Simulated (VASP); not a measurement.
Output of a VASP run:

**OSZICAR**
```
       N       E                     dE             d eps       ncg     rms          rms(c)
DAV:   1    -0.456141088732E+03   -0.45614E+03   -0.80456E+00   652   0.793E+00    0.169E+00
DAV:   2    -0.456216330121E+03   -0.75241E-01   -0.19292E-01   720   0.102E+00    0.108E+00
DAV:   3    -0.456198088980E+03    0.18241E-01   -0.18763E-02   704   0.309E-01    0.685E-01
DAV:   4    -0.456193747874E+03    0.43411E-02   -0.52786E-03   720   0.159E-01    0.442E-01
DAV:   5    -0.456192194759E+03    0.15531E-02   -0.61968E-04   718   0.904E-02    0.259E-01
DAV:   6    -0.456191647747E+03    0.54701E-03   -0.27553E-04   692   0.619E-02    0.146E-01
DAV:   7    -0.456191466921E+03    0.18083E-03   -0.64491E-05   696   0.325E-02    0.848E-02
DAV:   8    -0.456191403795E+03    0.63126E-04   -0.26503E-05   454   0.202E-02    0.507E-02
DAV:   9    -0.456191382759E+03    0.21036E-04   -0.12418E-05   376   0.133E-02    0.304E-02
DAV:  10    -0.456191375544E+03    0.72151E-05   -0.34986E-06   376   0.695E-03
   1 F= -.45619138E+03 E0= -.45619138E+03  d E =-.391774E-11  mag=     1.0000
```

### OUTCAR
```
------------------------ aborting loop because EDIFF is reached ----------------------------------------
  volume of cell :      611.30
      direct lattice vectors                 reciprocal lattice vectors
     8.486959016  0.000000000  0.000000000     0.117827834  0.000000000  0.000000000
     0.000000000  8.486959016  0.000000000     0.000000000  0.117827834  0.000000000
     0.000000000  0.000000000  8.486959016     0.000000000  0.000000000  0.117827834
  FREE ENERGIE OF THE ION-ELECTRON SYSTEM (eV)
  ---------------------------------------------------
  free  energy   TOTEN  =      -456.1913755439 eV

  energy  without entropy=     -456.1913755439  energy(sigma->0) =     -456.19137554

  exchange ACFDT corr.  =         0.00000000  see jH, gK, PRB 81, 115126

 total charge

# of ion       s       p       d       tot
------------------------------------------
    1        0.140   0.172   0.074   0.387
    2        0.140   0.172   0.074   0.387
    3        0.140   0.172   0.074   0.387
    4        0.140   0.171   0.073   0.385
    5        0.141   0.173   0.075   0.389
    6        0.141   0.173   0.075   0.389
    7        0.140   0.171   0.073   0.385
    8        0.141   0.173   0.075   0.389
    9        0.138   0.168   0.072   0.378
   10        0.141   0.173   0.075   0.389
   11        0.141   0.173   0.075   0.389
   12        0.141   0.173   0.075   0.389
   13        0.140   0.171   0.073   0.385
   14        0.140   0.172   0.074   0.387
   15        0.140   0.172   0.074   0.387
   16        0.141   0.173   0.075   0.389
   17        0.138   0.168   0.072   0.378
   18        0.141   0.173   0.075   0.389
   19        0.141   0.173   0.074   0.387
   20        0.138   0.169   0.072   0.380
   21        0.138   0.168   0.072   0.379
   22        0.140   0.173   0.074   0.387
   23        0.140   0.173   0.074   0.387
   24        0.141   0.173   0.075   0.389
   25        0.140   0.172   0.074   0.387
   26        0.140   0.172   0.074   0.387
   27        0.141   0.173   0.075   0.389
   28        0.141   0.173   0.075   0.389
   29        0.140   0.173   0.074   0.387
   30        0.141   0.173   0.075   0.389
   31        0.140   0.172   0.074   0.387
   32        0.140   0.171   0.073   0.385
   33        1.570   3.589   0.000   5.159
   34        1.570   3.589   0.000   5.159
   35        1.570   3.589   0.000   5.159
   36        1.579   3.563   0.000   5.142
   37        1.578   3.565   0.000   5.143
   38        1.570   3.591   0.000   5.162
   39        1.570   3.591   0.000   5.162
   40        1.579   3.564   0.000   5.142
   41        1.570   3.589   0.000   5.159
   42        1.570   3.592   0.000   5.162
   43        1.570   3.592   0.000   5.162
   44        1.570   3.592   0.000   5.162
   45        1.570   3.592   0.000   5.162
   46        1.570   3.589   0.000   5.159
   47        1.570   3.589   0.000   5.159
   48        1.579   3.563   0.000   5.142
   49        1.570   3.589   0.000   5.159
   50        1.570   3.592   0.000   5.162
   51        1.570   3.589   0.000   5.159
   52        1.570   3.589   0.000   5.159
...
```
(Selected blocks of OUTCAR.)

POSCAR:
```
Mg32HO32
1
    8.4869590160     0.0000000000     0.0000000000
    0.0000000000     8.4869590160     0.0000000000
    0.0000000000     0.0000000000     8.4869590160
Mg O H
32 32 1
Direct
  0.5000162211   0.9994989928   0.9992401930
  0.7506267035   0.2500722115   0.9992164734
  0.7506515044   0.9994125887   0.2498224790
  0.9997998564   0.9998160406   0.9997791669
  0.2489751447   0.2490427977   0.9984036468
  0.5010573815   0.5011640412   0.9983226316
  0.7501872085   0.7503235611   0.9996301231
  0.2489626466   0.9985949622   0.2489044809
  0.5030617504   0.2472757658   0.2469863258
  0.7514442853   0.5011649803   0.2488165494
  0.5011160305   0.9985128739   0.5009232353
  0.7515422932   0.2490547391   0.5009370673
  0.7501136279   0.9998322302   0.7501421378
  0.9993020234   0.5000666044   0.9991464154
  0.2500080706   0.7507024411   0.9992446915
  0.9984412473   0.2490383062   0.2488763202
  0.2469878014   0.5030991362   0.2469113524
  0.5010156277   0.7515317979   0.2488445229
  0.9990113349   0.9990843810   0.5000089629
  0.2462613356   0.2464442724   0.5034830455
  0.5030589007   0.5031031175   0.5028430144
  0.7505771930   0.7507329755   0.4999142070
  0.2499208583   0.9992066752   0.7507031055
  0.5010297189   0.2490573319   0.7513352611
  0.7506559242   0.5001222336   0.7505458401
  0.9993252401   0.7507059315   0.2498282079
  0.9983043675   0.5011925002   0.5009797908
  0.2489773594   0.7515923703   0.5009164601
  0.9991439126   0.2498955319   0.7507121905
  0.2489592049   0.5010836076   0.7513507446
  0.4999918533   0.7507661288   0.7505271354
  0.9998016350   0.7501683621   0.7501402516
  0.7501776868   0.2499980979   0.2497303035
  0.9999189643   0.5002335578   0.2497260561
  0.9997466330   0.2497861793   0.5001511834
  0.2426205061   0.2428109093   0.2426527393
  0.5071252308   0.5071663154   0.2429728933
  0.7509112561   0.7510405264   0.2496821398
  0.9989523086   0.9990331875   0.2497713705
  0.5075112639   0.2428437478   0.5072366339
  0.7501689914   0.5002774128   0.5000289782
  0.9989261276   0.7509737411   0.5000914086
  0.7509427098   0.2498848919   0.7509047314
  0.9989687216   0.5001464533   0.7508696475
  0.9989825861   0.2498595726   0.9989275957
  0.2499057535   0.7502193497   0.2497328753
  0.5001407463   0.0001205443   0.2497437900
  0.2426150787   0.5075720077   0.5072870427
  0.5001376779   0.7502589869   0.4999852145
  0.7508920013   0.9990353457   0.5000851351
  0.2497657172   0.2498041188   0.7500732430
  0.5001138612   0.5002269369   0.7498888538
  0.7499599441   0.7500611656   0.7499273702
  0.9999044888   0.9999170185   0.7499925170
  0.5001133846   0.2500424805   0.9997757456
  0.7508643614   0.5002797985   0.9988929980
  0.9999945630   0.7500259737   0.9998628114
  0.2497411077   0.9998696984   0.5001193662
  0.2498442731   0.7510207303   0.7509161531
  0.5001085425   0.9990923397   0.7508583954
  0.2499064668   0.5001668758   0.9997752415
  0.5001698892   0.7509696030   0.9989349937
  0.7499631808   0.0000844527   0.9998649407
  0.2498537520   0.9990928531   0.9989624448
  0.3737809608   0.3741156367   0.3759991569
```

Task: Reconstruct the remaining input files.

Result: This is not unique; one that fits is the input of the run itself, HSE06 screened hybrid, plane waves, VASP's PBE PAW potentials (set 64).

**INCAR**
```
EDIFF = 1E-5   # SCF stop (eV)
SIGMA = 0.05   # width (eV)
LCHARG = .FALSE.
GGA = PE
ISPIN = 2
NELM = 50   # most electronic steps
PREC = Normal
HFSCREEN = 0.2   # 1/Angstrom
SYSTEM = Mg32HO32
ISIF = 0
PRECFOCK = Fast
ISMEAR = 0   # Gaussian
AEXX = 0.25
ENCUT = 400   # plane-wave cut-off (eV)
NELMIN = 4
LREAL = Auto
LORBIT = 10
LWAVE = .FALSE.
MAGMOM = 65*0.0154
ISYM = 0
LHFCALC = .TRUE.
LASPH = .TRUE.   # aspherical one-centre terms
NUPDOWN = 1
ALGO = Normal   # blocked Davidson
```

KPOINTS:
```
Automatic mesh
0
Gamma
1 1 1
0 0 0
```

POTCAR, in this order: Mg O H (PBE.64 set). Program: vasp_gam. Read from the step before: WAVECAR.

The supercell is sampled at Γ alone, which is coarse: total energies, pressure and levels can be off, energies of defects by several tenths of an eV.

The cell is a supercell with a defect, built from MgO (rock salt): H_i. The cell's shape comes from a PBE relaxation.
